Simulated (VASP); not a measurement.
These are PBE GGA, VASP's PBE PAW potentials (set 64) (plane waves; VASP) values and carry that method's errors.

A VASP calculation is set up with these files.

KPOINTS:
```
Automatic mesh
0
Gamma
5 3 1
0 0 0
```

POSCAR:
```
FeNi3
1
    3.5145000000     0.0000000000     0.0000000000
    0.0000000000     4.9702530000     0.0000000000
    0.0000000000     0.0000000000    16.2755000000
Fe Ni
3 9
Direct
  0.0000000000   0.4581630000   0.3843260000
  0.0000000000   0.9581630000   0.5385580000
  0.0000000000   0.4581630000   0.6927900000
  0.5000000000   0.2081630000   0.3072100000
  0.5000000000   0.7081630000   0.3072100000
  0.0000000000   0.9581630000   0.3843260000
  0.5000000000   0.7081630000   0.4614420000
  0.5000000000   0.2081630000   0.4614420000
  0.0000000000   0.4581630000   0.5385580000
  0.5000000000   0.2081630000   0.6156740000
  0.5000000000   0.7081630000   0.6156740000
  0.0000000000   0.9581630000   0.6927900000
```

**INCAR**
```
SYSTEM = FeNi3
PREC = Accurate
ENCUT = 525
EDIFF = 1E-6
NELM = 100
ALGO = Normal
LREAL = .FALSE.
LASPH = .TRUE.
ISMEAR = 0
SIGMA = 0.05
GGA = PE
LMAXMIX = 4
LWAVE = .FALSE.
LCHARG = .FALSE.
ISIF = 2
ISPIN = 2
MAGMOM = 4.0 4.0 4.0 2.0 2.0 2.0 2.0 2.0 2.0 2.0 2.0 2.0
LORBIT = 11
```

POTCAR, in this order: Fe Ni (PBE.64 set). Program: vasp_std.

The cell holds a wide vacuum, so values per volume refer to the whole cell.

### Question
Predict the energy per atom (σ→0), cell moment, largest force, band gap (on the k-mesh).

### Answer

```
Quantity                                                     Value
------------------------  ----------------------------------------
energy per atom (σ→0)                       -561.2 kJ/mol of atoms
cell moment                                               14.58 μB
band gap (on the k-mesh)  none (metal, semimetal or under 0.01 eV)
largest force                                           0.689 eV/Å
```

OSZICAR:
```
...
DAV:  39    -0.698006646983E+02    0.30471E-04   -0.96671E-06  1993   0.178E-02    0.103E-02
DAV:  40    -0.698008412162E+02   -0.17652E-03   -0.11145E-05  1942   0.168E-02    0.538E-03
DAV:  41    -0.698009386655E+02   -0.97449E-04   -0.63391E-06  1775   0.764E-03    0.384E-03
DAV:  42    -0.698009715024E+02   -0.32837E-04   -0.14901E-06  1587   0.424E-03    0.307E-03
DAV:  43    -0.698009922491E+02   -0.20747E-04   -0.18315E-06  1458   0.360E-03    0.170E-03
DAV:  44    -0.698009959188E+02   -0.36697E-05   -0.28458E-07  1347   0.249E-03    0.127E-03
DAV:  45    -0.698009966749E+02   -0.75610E-06   -0.78816E-08  1293   0.226E-03
   1 F= -.69800997E+02 E0= -.69791616E+02  d E =-.187622E-01  mag=    14.5757
```

The cell is a sheet with vacuum, built from a generated structure.
